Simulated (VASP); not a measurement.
A run of VASP 6.6.1:

The input INCAR:

```
SYSTEM = MgO
ALGO = Fast ; EDIFF = 1E-7
EDIFFG = -0.002 ; ENCUT = 520
GGA = PS ; IBRION = 2
ISIF = 3 ; ISMEAR = 0
KPAR = 4 ; LASPH = .TRUE.
LCHARG = .FALSE. ; LREAL = .FALSE.
LWAVE = .FALSE. ; NELM = 100
NSW = 80 ; PREC = Accurate
SIGMA = 0.02
```

File KPOINTS:

```
k-points
0
G
  12 12 12
  0 0 0
```

Contents of POSCAR:

```
MgO
1.0
    0.0000000000      2.1085000000      2.1085000000
    2.1085000000      0.0000000000      2.1085000000
    2.1085000000      2.1085000000      0.0000000000
Mg O
1 1
Direct
    0.0000000000      0.0000000000      0.0000000000
    0.5000000000      0.5000000000      0.5000000000
```

Potentials or basis: VASP PAW PBE potentials, release 64 (Mg, O).

Command:

```sh
$ cat potpaw_PBE.64/Mg/POTCAR potpaw_PBE.64/O/POTCAR > POTCAR
$ mpirun -np 4 vasp_std > vasp.out
```

Hardware: 4 MPI ranks on Intel(R) Xeon(R) Platinum 8559C (Emerald Rapids) (shared host).

**Question.** Estimate the wall time of this run.

**Answer.** Wall time 6.1 s on 4 MPI ranks on Intel(R) Xeon(R) Platinum 8559C (Emerald Rapids), on a shared host, peak memory 0.14 GiB a rank. Counts: scf iterations 29, k points 72, ion steps 3.
